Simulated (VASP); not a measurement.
Data:

```xyz
4
Lattice="1.9413 -3.3625 0.0000 1.9413 3.3625 0.0000 0.0000 0.0000 6.3592" Properties=species:S:1:pos:R:3 pbc="T T T"
Zn     1.9413    -1.1208     3.1804
Zn     1.9413     1.1208     0.0008
S      1.9413    -1.1208     5.5636
S      1.9413     1.1208     2.3840
```

Computed with revPBE GGA, VASP's PBE PAW potentials (set 64) (plane waves; VASP 6.6.1). Settings: 520 eV cut-off, 6×6×3 Γ-centred mesh, Gaussian smearing of 0.050 eV, potentials Zn S.

Q: Predict the energy per atom (σ→0), band gap (on the k-mesh) with the smallest direct gap where there is one.

A: 
* **band gap (on the k-mesh)**: 2.09 eV
* **smallest direct gap (on the k-mesh)**: 2.09 eV
* **energy per atom (σ→0)**: -3.139 eV/atom

Total energies compare only between runs with the same potentials, cut-off and functional.

The compound is ZnS in the wurtzite structure, the high-temperature form. It was relaxed first. The start is the result of an earlier pass.
